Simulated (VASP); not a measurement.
```
CELL_PARAMETERS angstrom
      3.81370     0.00000     0.00000
      0.00000     3.81370     0.00000
      0.00000     0.00000     4.88691
ATOMIC_POSITIONS crystal
  Sn 0.00000 0.50000 0.23537
  Sn 0.50000 0.00000 0.76463
  O  0.50000 0.50000 0.00000
  O  0.00000 0.00000 0.00000
```

Computed with PBE GGA, VASP's PBE PAW potentials (set 64) (plane waves; VASP). Numerical set-up: PREC = Normal, 500 eV cut-off, 4×4×3 Γ-centred mesh, Gaussian smearing of 0.010 eV, potentials Sn_d_GW O_GW_new.

Give the force on each atom (eV/Å).

```csv
atom,Fx,Fy,Fz
Sn1,0.000,0.000,0.370
Sn2,0.000,0.000,-0.370
O3,0.000,0.000,0.000
O4,0.000,0.000,0.000
```

Give the stress tensor in GPa (positive for a compressed cell).

```
2.83  0.00  0.00
0.00  2.83  0.00
0.00  0.00  1.87
```
The pressure is its mean diagonal, 2.51 GPa.

The structure comes from a computed database's SnO entry (P4/nmm); how it stands against other phases isn't given here. The cell was not relaxed at this level. The k-mesh is coarse (spacing up to 0.43 per Å, 2π included), so the numbers may not be converged in it.
